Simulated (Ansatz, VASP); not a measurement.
# TaN in two plane-wave programs, part 2 of 2

Aim: how closely do two programs agree when they are given the same cell, functional and k mesh? The cell is taken from a series of runs on this material, whose earlier steps may have relaxed, scaled, displaced or heated it; both programs get it as it stands.

VASP 6.6.1 and Ansatz 0.2.0.

So far: The starting structure; VASP: zone-centre phonons, LDA.

## Step 2: VASP: zone-centre phonons, LDA (continued)

Level of this step: LDA; plane waves and PAW (N, Ta_pv) (VASP).

Numbers of over 12 decimals in the logs are rounded to 6 here.

Parts of OUTCAR (step 2):

```text
ion  position               nearest neighbor table
   1  0.398  0.000  0.000-   6 1.97   4 2.06   4 2.06   5 2.06   5 2.06
   2  0.602  0.602  0.000-   6 1.97   4 2.06   4 2.06   5 2.06   5 2.06
   3  0.000  0.398  0.000-   6 1.97   5 2.06   5 2.06   4 2.06   4 2.06
   4  0.333  0.667  0.500-   1 2.06   1 2.06   3 2.06   3 2.06   2 2.06   2 2.06   5 2.86   5 2.86
                             5 2.86   6 3.18   6 3.18   6 3.18   6 3.18   6 3.18   6 3.18
   5  0.667  0.333  0.500-   3 2.06   3 2.06   1 2.06   1 2.06   2 2.06   2 2.06   4 2.86   4 2.86
                             4 2.86   6 3.18   6 3.18   6 3.18   6 3.18   6 3.18   6 3.18
   6  0.000  0.000  0.000-   1 1.97   2 1.97   3 1.97   4 3.18   5 3.18   4 3.18   5 3.18   5 3.18
                             5 3.18   4 3.18   4 3.18   5 3.18   5 3.18   4 3.18   4 3.18

  LATTYP: Found a hexagonal cell.
 ALAT       =     4.9555895164
 C/A-ratio  =     0.5636008754

 Subroutine GETGRP returns: Found 12 space group operations
 (whereof 12 operations were pure point group operations)

The static configuration has the point symmetry D_3h.

 Found     84 irreducible k-points:

   k-points           NKPTS =     84   k-points in BZ     NKDIM =     84   number of bands    NBANDS=     30

   dimension x,y,z NGX =    40 NGY =   40 NGZ =   24
   dimension x,y,z NGXF=    80 NGYF=   80 NGZF=   48

   ENCUT  =  600.0 eV  44.10 Ry    6.64 a.u.   9.90  9.90  5.58*2*pi/ulx,y,z

   NELECT =      48.0000    total number of electrons

 k-points in reciprocal lattice and weights: Automatic mesh
   0.00000000  0.00000000  0.00000000       0.001
   0.11111111  0.00000000  0.00000000       0.006
   0.22222222  0.00000000  0.00000000       0.006
   0.33333333  0.00000000  0.00000000       0.006
   0.44444444  0.00000000  0.00000000       0.006
   0.11111111  0.11111111  0.00000000       0.006
   0.22222222  0.11111111  0.00000000       0.012
   0.33333333  0.11111111  0.00000000       0.012
   0.44444444  0.11111111  0.00000000       0.006
[...]
-----------------------------------------------------------------------------------
    total drift:                                0.000001      0.000001     -0.000000

 Eigenvectors and eigenvalues of the dynamical matrix
 ----------------------------------------------------

   1 f  =   25.929431 THz   162.919418 2PiTHz  864.912709 cm-1   107.235461 meV
             X         Y         Z           dx          dy          dz
      1.971620  0.000000  0.000000     0.000000   -0.577350   -0.000000
      1.491985  2.584194  0.000000    -0.500000    0.288675    0.000000
     -0.985810  1.707473  0.000000     0.500000    0.288675    0.000000
     -0.000000  2.861111  1.396487    -0.000000    0.000000    0.000000
      2.477795  1.430555  1.396487     0.000000    0.000000   -0.000000
      0.000000  0.000000  0.000000    -0.000000   -0.000000   -0.000000

   2 f  =   23.104612 THz   145.170557 2PiTHz  770.686891 cm-1    95.552953 meV
             X         Y         Z           dx          dy          dz
      1.971620  0.000000  0.000000     0.000159    0.581501   -0.000000
      1.491985  2.584194  0.000000    -0.492367   -0.271016   -0.000000
     -0.985810  1.707473  0.000000     0.492197   -0.271298   -0.000000
     -0.000000  2.861111  1.396487     0.049718   -0.068351    0.000000
      2.477795  1.430555  1.396487    -0.049679   -0.068379   -0.000000
      0.000000  0.000000  0.000000    -0.000036    0.125830    0.000000

   3 f  =   23.104612 THz   145.170557 2PiTHz  770.686891 cm-1    95.552953 meV
             X         Y         Z           dx          dy          dz
      1.971620  0.000000  0.000000     0.555376   -0.000166   -0.000000
      1.491985  2.584194  0.000000    -0.297141    0.492360   -0.000000
     -0.985810  1.707473  0.000000    -0.297422   -0.492205    0.000000
     -0.000000  2.861111  1.396487     0.068351    0.049718   -0.000000
      2.477795  1.430555  1.396487     0.068379   -0.049679    0.000000
      0.000000  0.000000  0.000000    -0.125830   -0.000036   -0.000000

   4 f  =   22.299634 THz   140.112734 2PiTHz  743.835729 cm-1    92.223835 meV
             X         Y         Z           dx          dy          dz
      1.971620  0.000000  0.000000    -0.000001    0.544544    0.000000
      1.491985  2.584194  0.000000     0.009743    0.561421    0.000000
     -0.985810  1.707473  0.000000    -0.009744    0.561421    0.000000
     -0.000000  2.861111  1.396487     0.008542   -0.141398   -0.000000
      2.477795  1.430555  1.396487    -0.008541   -0.141398   -0.000000
      0.000000  0.000000  0.000000     0.000000   -0.181004   -0.000000

   5 f  =   22.299634 THz   140.112734 2PiTHz  743.835729 cm-1    92.223835 meV
             X         Y         Z           dx          dy          dz
      1.971620  0.000000  0.000000     0.567046    0.000001    0.000000
      1.491985  2.584194  0.000000     0.550170    0.009744    0.000000
     -0.985810  1.707473  0.000000     0.550170   -0.009743   -0.000000
     -0.000000  2.861111  1.396487    -0.141398   -0.008542   -0.000000
      2.477795  1.430555  1.396487    -0.141398    0.008541    0.000000
      0.000000  0.000000  0.000000    -0.181004   -0.000000    0.000000

   6 f  =   22.107590 THz   138.906087 2PiTHz  737.429835 cm-1    91.429606 meV
             X         Y         Z           dx          dy          dz
      1.971620  0.000000  0.000000     0.000000   -0.000000    0.552205
      1.491985  2.584194  0.000000    -0.000000   -0.000000    0.552205
     -0.985810  1.707473  0.000000     0.000000   -0.000000    0.552205
     -0.000000  2.861111  1.396487    -0.000000    0.000000   -0.202632
      2.477795  1.430555  1.396487    -0.000000    0.000000   -0.202632
      0.000000  0.000000  0.000000    -0.000000    0.000000   -0.055592

   7 f  =   21.435964 THz   134.686134 2PiTHz  715.026792 cm-1    88.651984 meV
             X         Y         Z           dx          dy          dz
      1.971620  0.000000  0.000000     0.000000   -0.000000   -0.187688
      1.491985  2.584194  0.000000    -0.000000   -0.000000    0.782015
     -0.985810  1.707473  0.000000    -0.000000    0.000000   -0.594328
     -0.000000  2.861111  1.396487     0.000000    0.000000    0.000000
      2.477795  1.430555  1.396487     0.000000   -0.000000   -0.000000
      0.000000  0.000000  0.000000    -0.000000   -0.000000   -0.000000

   8 f  =   21.435964 THz   134.686134 2PiTHz  715.026792 cm-1    88.651984 meV
             X         Y         Z           dx          dy          dz
      1.971620  0.000000  0.000000    -0.000000    0.000000   -0.794632
      1.491985  2.584194  0.000000     0.000000    0.000000    0.234774
     -0.985810  1.707473  0.000000     0.000000   -0.000000    0.559858
     -0.000000  2.861111  1.396487    -0.000000   -0.000000   -0.000000
      2.477795  1.430555  1.396487    -0.000000   -0.000000    0.000000
      0.000000  0.000000  0.000000    -0.000000   -0.000000    0.000000

   9 f  =   21.279734 THz   133.704514 2PiTHz  709.815532 cm-1    88.005870 meV
             X         Y         Z           dx          dy          dz
      1.971620  0.000000  0.000000    -0.577350    0.000000    0.000000
      1.491985  2.584194  0.000000     0.288675    0.500000    0.000000
     -0.985810  1.707473  0.000000     0.288675   -0.500000   -0.000000
     -0.000000  2.861111  1.396487    -0.000000   -0.000000   -0.000000
      2.477795  1.430555  1.396487    -0.000000    0.000000   -0.000000
      0.000000  0.000000  0.000000     0.000000   -0.000000    0.000000

  10 f  =    8.297909 THz    52.137299 2PiTHz  276.788446 cm-1    34.317378 meV
             X         Y         Z           dx          dy          dz
      1.971620  0.000000  0.000000    -0.009992    0.000001   -0.000000
      1.491985  2.584194  0.000000     0.021044   -0.017919    0.000000
     -0.985810  1.707473  0.000000     0.021045    0.017919    0.000000
     -0.000000  2.861111  1.396487    -0.087869    0.691064   -0.000000
      2.477795  1.430555  1.396487    -0.087806   -0.691072    0.000000
      0.000000  0.000000  0.000000     0.166711    0.000008    0.000000

  11 f  =    8.297909 THz    52.137299 2PiTHz  276.788446 cm-1    34.317378 meV
             X         Y         Z           dx          dy          dz
      1.971620  0.000000  0.000000     0.000000    0.031390   -0.000000
      1.491985  2.584194  0.000000    -0.017920    0.000354    0.000000
     -0.985810  1.707473  0.000000     0.017918    0.000353   -0.000000
     -0.000000  2.861111  1.396487    -0.691064   -0.087869    0.000000
      2.477795  1.430555  1.396487     0.691072   -0.087806   -0.000000
      0.000000  0.000000  0.000000    -0.000008    0.166711   -0.000000

  12 f  =    7.138427 THz    44.852058 2PiTHz  238.112288 cm-1    29.522148 meV
             X         Y         Z           dx          dy          dz
      1.971620  0.000000  0.000000     0.000000   -0.000000    0.000000
      1.491985  2.584194  0.000000     0.000000    0.000000    0.000000
     -0.985810  1.707473  0.000000    -0.000000   -0.000000    0.000000
     -0.000000  2.861111  1.396487     0.000000   -0.000000    0.707107
      2.477795  1.430555  1.396487    -0.000000   -0.000000   -0.707107
      0.000000  0.000000  0.000000     0.000000    0.000000   -0.000000

  13 f  =    6.513982 THz    40.928558 2PiTHz  217.283059 cm-1    26.939654 meV
             X         Y         Z           dx          dy          dz
      1.971620  0.000000  0.000000     0.000002    0.084152    0.000000
      1.491985  2.584194  0.000000    -0.085101   -0.063245   -0.000000
     -0.985810  1.707473  0.000000     0.085100   -0.063248   -0.000000
     -0.000000  2.861111  1.396487    -0.141014    0.398007    0.000000
      2.477795  1.430555  1.396487     0.140998    0.398012   -0.000000
      0.000000  0.000000  0.000000     0.000015   -0.783483    0.000000
    [... 43 further lines ...]
      2.477795  1.430555  1.396487    -0.118603    0.543267   -0.000000
      0.000000  0.000000  0.000000    -0.118666    0.543769   -0.000000

 ELASTIC MODULI CONTR FROM IONIC RELAXATION (kBar)
 Direction    XX          YY          ZZ          XY          YZ          ZX
 --------------------------------------------------------------------------------
 XX       -1078.2580    516.6902    189.0871      0.0000      0.0000      0.0000
 YY         516.6902  -1078.2580    189.0871     -0.0000     -0.0000     -0.0000
 ZZ         189.0871    189.0871   -127.3361      0.0000     -0.0000      0.0000
 XY           0.0000     -0.0000      0.0000   -797.4774     -0.0000      0.0000
 YZ           0.0000     -0.0000     -0.0000     -0.0000   -112.4996      0.0000
 ZX           0.0000     -0.0000      0.0000      0.0000      0.0000    -99.1485
 --------------------------------------------------------------------------------
```

## Step 3: Ansatz: zone-centre phonons, LDA

Ansatz runs on its PAW soft_1 files.

The same cell, functional (in two slightly different forms), mesh and smearing now go to Ansatz, which takes its cutoff from its data sets.

Contents of input.yaml:

```yaml
crystal:
  lattice:
    - [4.9555895164, 0.0, 0.0]
    - [-2.4777947582, 4.291666412, 0.0]
    - [0.0, 0.0, 2.7929745897]
  atoms:
    - { symbol: "N", position: [0.3978577669, 0.0, 0.0] }
    - { symbol: "N", position: [0.6021422331, 0.6021422331, 0.0] }
    - { symbol: "N", position: [0.0, 0.3978577669, 0.0] }
    - { symbol: Ta, position: [0.3333333333, 0.6666666667, 0.5] }
    - { symbol: Ta, position: [0.6666666667, 0.3333333333, 0.5] }
    - { symbol: Ta, position: [0.0, 0.0, 0.0] }
kpoints:
  mp_grid: { grid: [9, 9, 12] }
hamiltonian:
  xc: lda
  pseudopotentials: { kind: paw, azcp: { folder: soft_1 }, xc_functional: pbe }
scf:
  occupations: { method: methfessel_paxton, width: 0.2 }
output:
  eigenvalues: true
phonons:
  method: dfpt
```

Run with:

```sh
ansatz run input.yaml --threads 4 --pin off --max-ram 16384MiB --backend cpu --events-out ev --progress --plain --runs-dir out
```

The log of the run:

```text
zone centre: on kpoints.mp_grid the ground state, and the responses unless they are solved on pairs of k-points, stand on 287 of the mesh's 972 k-points, reduced under 2 symmetry operations, with k and −k counted as one. Each operation leaves every solved displacement unchanged or reverses it
Engine: ansatz 0.2.0, aarch64-unknown-linux-gnu
Pseudopotentials: kind: paw
Pseudopotential: N, paw, valence charge 5, recommended cutoff 420 eV (normal), soft_1/N.paw.azcp
Pseudopotential: Ta, paw, valence charge 13, recommended cutoff 420 eV (normal), soft_1/Ta.paw.azcp
Functional definition: SPW92
  exchange = slater_x
  correlation = pw_c
Crystal: 6 atoms, lattice volume = 59.400 Å³
Basis set: ecut = 420 eV, 1191 PW (Γ), exchange–correlation on 72×72×40 points (8 copies of the dense FFT grid, shifted against one another)
Bands: 33, of which v1, the nominal top of the filled ones, is band 27 counted from 1 (26 counted from 0)
Symmetry: 12 space group operations
k-points: 287 of 972 (irreducible under 2 space group operations, time reversal used)
Non-local potential: N, projectors of the file, l = 0: 2, l = 1: 2, l = 2: 1
Non-local potential: Ta, projectors of the file, l = 0: 3, l = 1: 2, l = 2: 2, l = 3: 1
PAW form: soft (Blöchl's): semilocal exchange-correlation on the pseudo side does not see the compensation charge
PAW frozen core: N, regenerated for the run's functional, and the local potential with it (the file was generated under x = pbe(κ = 0.804, μ = 0.219515), c = pbe(β = 0.066725))
PAW frozen core: Ta, regenerated for the run's functional, and the local potential with it (the file was generated under x = pbe(κ = 0.804, μ = 0.219515), c = pbe(β = 0.066725))
PAW one-centre angular grid: N, 110 points (default); XC on 64 Gauss nodes
PAW one-centre angular grid: Ta, 590 points (default); XC on 64 Gauss nodes
Initial density: superposition of atomic densities (chi_scale 0.1, normalization cell, long waves kept (reshape's long-wave potential 0.01 eV rms))
Initial wavefunctions: pseudopotential atomic-orbital guess
Functional: x = slater, c = lda
SCF iter   1: F=—  HF=-30180.326333 eV  |F-HF|=—  |Δ(HF+E_count)|=         —  Δρ=8.21e-2  dr2=4.18e0  ethr=3.10e-3  ⟨swp⟩=5.0  Hψ=37839  notcnv=0
preconditioner: auto → Resta (q_TF=auto, 2.685 Å⁻¹)  ε∞=6.9  [insulator: Δε(μ)=0.148 eV  Ē_g=10.874 eV  σ=0.200 eV  W_gap=0.58  n_scr=26 (ndim 8)  ℏωp=26.4 eV  f_vac=0.000  D(μ)=0.16/eV (n_scr^D=0)  ε∞_Penn≈6.9]
SCF iter   2: F=—  HF=-30179.332058 eV  |F-HF|=—  |Δ(HF+E_count)|=   9.94e-1  S|Δr|=    0.00e0  Δρ=3.20e-2  dr2=3.12e-1  ethr=3.10e-3  ⟨swp⟩=2.0  Hψ=17450  notcnv=0  defer=355
preconditioner: auto → Kerker (q_TF=auto, 2.685 Å⁻¹)  [metal: Δε(μ)=0.090 eV  Ē_g=10.469 eV  σ=0.200 eV  W_gap=0.36  n_scr=26 (ndim 8)  ℏωp=26.4 eV  f_vac=0.000  D(μ)=0.33/eV (n_scr^D=0)]
SCF iter   3: F=—  HF=-30179.282123 eV  |F-HF|=—  |Δ(HF+E_count)|=   4.99e-2  S|Δr|=    0.00e0  Δρ=1.60e-2  dr2=8.06e-2  ethr=5.78e-4  ⟨swp⟩=1.0  Hψ=9143  notcnv=0  defer=355
SCF iter   4: F=—  HF=-30179.264897 eV  |F-HF|=—  |Δ(HF+E_count)|=   1.72e-2  S|Δr|=    0.00e0  Δρ=1.89e-3  dr2=1.99e-3  ethr=1.49e-4  ⟨swp⟩=2.7  Hψ=13657  notcnv=0  defer=355
SCF iter   5: F=—  HF=-30179.264429 eV  |F-HF|=—  |Δ(HF+E_count)|=   4.68e-4  S|Δr|=    0.00e0  Δρ=5.19e-4  dr2=1.58e-4  ethr=3.69e-6  ⟨swp⟩=2.3  Hψ=14681  notcnv=0  defer=346
SCF iter   6: F=—  HF=-30179.264384 eV  |F-HF|=—  |Δ(HF+E_count)|=   4.54e-5  S|Δr|=    0.00e0  Δρ=9.77e-5  dr2=6.83e-6  ethr=2.92e-7  ⟨swp⟩=2.1  Hψ=12542  notcnv=0  defer=346
SCF iter   7: F=—  HF=-30179.264382 eV  |F-HF|=—  |Δ(HF+E_count)|=   1.75e-6  S|Δr|=    0.00e0  Δρ=1.84e-5  dr2=1.67e-7  ethr=1.26e-8  ⟨swp⟩=2.0  Hψ=13422  notcnv=0  defer=346
SCF iter   8: F=—  HF=-30179.264386 eV  |F-HF|=—  |Δ(HF+E_count)|=   4.59e-6  S|Δr|=    0.00e0  Δρ=3.41e-6  dr2=7.48e-9  ethr=3.09e-10  ⟨swp⟩=2.0  Hψ=13915  notcnv=0  defer=346
SCF iter   9: F=—  HF=-30179.264386 eV  |F-HF|=—  |Δ(HF+E_count)|=   1.46e-9  S|Δr|=    0.00e0  Δρ=5.25e-7  dr2=1.45e-10  ethr=1.39e-11  ⟨swp⟩=2.4  Hψ=14431  notcnv=0  defer=346
SCF iter  10: F=-30179.264386 eV  HF=-30179.264386 eV  |F-HF|=3.64e-12  |Δ(HF+E_count)|=  1.82e-11  S|Δr|=    0.00e0  Δρ=7.06e-8  dr2=1.52e-12  ethr=1.00e-12  ⟨swp⟩=11.9  Hψ=51086  notcnv=0
SCF 1 converged in 10 iterations: F = -30179.264386 eV  dr2 = 1.52e-12
  greatest PAW one-centre occupation: 0.999 electrons in one spin orbital (limit 2), on the Ta atom at site 4 (counted from 0), in its partial waves of l = 0
DFPT response loops at Γ: preconditioner auto → Kerker (q_TF=auto, 2.685 Å⁻¹) (partly filled bands, converged f_vac=0.000); β = 1.00, the filter's whole step (`scf.mixing.beta` (0.50) is not read by the response loops under this deck's `scf.mixing.preconditioner`; to damp them name `kerker` or `kerker_dos`, under which they read `scf.mixing.beta`, and type it under 1.00, their step now; both keys bind the ground state too); Broyden in place of MSR1
SCF converged after 10 iterations
Stability not checked: this state was not tested for a lower state beside it, because cold or Methfessel-Paxton smearing, or corrected tetrahedra, fill the levels in a way that the test cannot read (fill_not_monotonic; see scf.lower_state_search)
Free energy (F): -30179.264386 eV
Harris-Foulkes:  -30179.264386 eV  (|F-HF|=3.64e-12)
Internal energy: -30179.267296 eV  (E = F + TS)
E sigma→0 (E₀):  -30179.265114 eV
Entropy (-TS):   0.002910 eV (0.485 meV/atom)
Fermi energy:    22.520454 eV
Step filling:    the computed levels leave a gap of 0.0384 eV = 0.2 smearing widths at the electron count; against every level under it full and every level over it empty, smearing changes F+E_penalty+E_count by +0.558 meV and its σ→0 estimate by -0.170 meV
--- Per-component energies (eV) ---
  E_band       = -84.844371
  E_kinetic    = 1603.448617
  E_local      = -1734.640659  (includes V_loc(G=0)·N_el)
  E_nonlocal   = 94.890257
  E_hartree    = 642.712554
  E_xc         = -1144.958617
  E_vxc        = -943.425830  (∫ρ·V_xc dr)
  E_paw        = -24533.950909  (= ΣΔE_a)
  E_vpaw       = -390.544992  (= ΣTr[D̂ρ^β])
  E_aug_tail   = 0.003130  (compensation charges beyond the density's cutoff)
  E_ewald      = -5107.788793
  E_core_change = 1.017123  (= ΣΔE_core)
  E_smearing   = 0.002910  (= −TS)
  E_closure    = 0.000000  (closes the sum)
  Σ components = -30179.264386   (vs F -30179.264386, Δ=0.00e0)
--- Band table (eV; the first three rows and the last of 287) ---
  k-point 0: bands = [... 23 lower, 17.7223, 18.8510, 20.3411, 21.2998, 21.2998, 22.9316, 22.9316, 24.7176, ... 2 higher]
  k-point 1: bands = [... 23 lower, 17.3912, 19.0528, 20.7240, 20.8715, 20.8715, 23.4909, 23.4909, 24.7315, ... 2 higher]
  k-point 2: bands = [... 23 lower, 16.7693, 19.8257, 20.4138, 20.4138, 21.6373, 23.9944, 23.9944, 24.7413, ... 2 higher]
  k-point 286: bands = [... 23 lower, 18.0355, 18.6768, 20.0705, 21.1607, 23.7365, 24.3525, 25.7521, 25.7669, ... 2 higher]
--- Phonons (Γ-DFPT): 7 representative perturbations + reference, on 287 of 972 k-points (Σ response iterations 22) ---
  k mesh reduced under 2 symmetry operations, with k and −k counted as one. Each operation leaves every solved displacement unchanged or reverses it
  ASR residual: 3.975e-5 → 0.000e0 eV/Å²; symmetrization residual: 3.584e-6 eV/Å²
  ASR residual per site (eV/Å²): 3.04e-5 3.02e-5 3.02e-5 2.82e-5 2.82e-5 3.97e-5
  Γ frequencies (cm⁻¹): 0.00 0.00 0.00 163.51 216.93 216.93 236.44 275.81 275.81 703.12 709.18 709.18 732.82 737.22 737.22 764.68 764.68 858.42
  non-analytic LO–TO correction: not included (Born effective charges unavailable; polar crystals: no LO–TO splitting at Γ)
```

Reading the cycles: dr2 is the Hartree energy of the density residual (eV), the measure of convergence; HF is the Harris–Foulkes estimate of the energy, which meets the free energy F at convergence.

## Step 4: Side by side

Known differences besides the potentials themselves: the two LDA forms differ slightly; the data sets hold 54 valence electrons in Ansatz (on its PAW soft_1 files) and 48 in VASP; the cutoff is 420 eV in Ansatz and 600 eV in VASP; VASP's log shows a relativistic correction to its local exchange, Ansatz's none. Total energies have different zeros and are not compared.

Compared:

```
                    quantity  Ansatz   VASP  difference
       optical mode 1 (cm⁻¹)   163.5  163.1     +0.25 %
  optical mode 2 to 3 (cm⁻¹)   216.9  217.3     -0.16 %
       optical mode 4 (cm⁻¹)   236.4  238.1     -0.70 %
  optical mode 5 to 6 (cm⁻¹)   275.8  276.8     -0.35 %
       optical mode 7 (cm⁻¹)   703.1  709.8     -0.94 %
  optical mode 8 to 9 (cm⁻¹)   709.2  715.0     -0.82 %
      optical mode 10 (cm⁻¹)   732.8  737.4     -0.63 %
optical mode 11 to 12 (cm⁻¹)   737.2  743.8     -0.89 %
optical mode 13 to 14 (cm⁻¹)   764.7  770.7     -0.78 %
      optical mode 15 (cm⁻¹)   858.4  864.9     -0.75 %
```

Modes are paired by rising frequency, not by their patterns, so a pair may set unlike modes beside each other; they are those without the splitting of longitudinal modes.

## Step 5: What came out

| Item | Value |
| --- | --- |
| r.m.s. difference of the optical zone-centre modes, each program's sorted by frequency (zone-centre phonons, LDA) | 4.8 cm⁻¹ |
| difference in optical mode 7 (zone-centre phonons, LDA) | -0.9 % |

In words: The r.m.s. difference of the optical zone-centre modes, each program's sorted by frequency is 4.8 cm⁻¹ (zone-centre phonons, LDA). The data sets hold unlike numbers of valence electrons (54 in Ansatz and 48 in VASP), so part of the differences comes from the potentials. Among the rows given in per cent, the largest difference of the zone-centre phonons, LDA pair is in optical mode 7, -0.9 %. Such differences can come from data sets, numerical settings and the points named under the comparisons, not from the functional's error against experiment.

[Lines on the potential files, build, host, timing and source positions are cut from VASP's logs without a mark.]

[Logs are printed without paths, hosts, clocks, repeated set-up lines and the standing remarks that a program may print on its own settings, such as how far it seeks lower states.]

[Hosts, paths, dates, database ids (printed as entryN), source tags and the programs' standing remarks are cut or masked in the printed files.]
